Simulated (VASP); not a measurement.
Level of theory: PBEsol GGA, VASP's PBE PAW potentials (set 64) (plane waves; VASP).

Input for VASP

File KPOINTS:
```
Regular mesh
0
gamma
  16 16 16
0 0 0
```

POSCAR:
```
Ni
1
   -0.0000000000     1.7307040230     1.7307040230
    1.7307040230     0.0000000000     1.7307040230
    1.7307040230     1.7307040230     0.0000000000
Ni
1
Direct
  0.0000000000   0.0000000000   0.0000000000
```

**INCAR**
```
! general
SYSTEM =Ni
PREC   =Accurate
ENCUT  =480
LREAL  =.FALSE.   ! projection in real space or not
LASPH  =.TRUE.

! electronic loop
EDIFF  =1E-6
NELM   =100   ! most electronic steps
ALGO   =Normal   ! blocked Davidson
LMAXMIX=4   ! l cut-off of mixed one-centre charges

! smearing
ISMEAR =1   ! Methfessel-Paxton
SIGMA  =0.1   ! width (eV)

! functional
GGA    =PS   ! PBEsol

! spin
ISPIN  =2
MAGMOM =0.6

! ions
IBRION =2   ! conjugate gradients
NSW    =60   ! most ionic steps
ISIF   =3   ! ions, shape and volume
EDIFFG =-0.01

! output
LWAVE  =.FALSE.
LCHARG =.FALSE.
LORBIT =10
```

POTCAR, in this order: Ni (PBE.64 set). Program: vasp_std.

Predict the energy per atom (σ→0), cell moment, volume per atom, band gap (on the k-mesh).

```yaml
energy per atom (σ→0): -6.137 eV/atom
cell_moment: 0.59 μB
band gap (on the k-mesh): none (metal, semimetal or under 0.01 eV)
volume_per_atom: 10.36 Å³/atom
```

OSZICAR:
```
...
   2 F= -.61364495E+01 E0= -.61365232E+01  d E =0.283128E-05  mag=     0.5856
       N       E                     dE             d eps       ncg     rms          rms(c)
DAV:   1    -0.613658476885E+01   -0.13518E-03   -0.21133E-03  5417   0.794E-01    0.952E-02
DAV:   2    -0.613649387989E+01    0.90889E-04   -0.18917E-03  5451   0.668E-01    0.472E-02
DAV:   3    -0.613645814531E+01    0.35735E-04   -0.26994E-04  5409   0.266E-01    0.152E-02
DAV:   4    -0.613645543719E+01    0.27081E-05   -0.17486E-06  4905   0.116E-02    0.865E-03
DAV:   5    -0.613645505143E+01    0.38576E-06   -0.74316E-07  2652   0.688E-03
   3 F= -.61364551E+01 E0= -.61365300E+01  d E =-.270655E-05  mag=     0.5857
```

The compound is Ni in the fcc structure. This run relaxes it. Symmetry was kept, so distortions that lower it aren't found. The start is the result of an earlier pass.
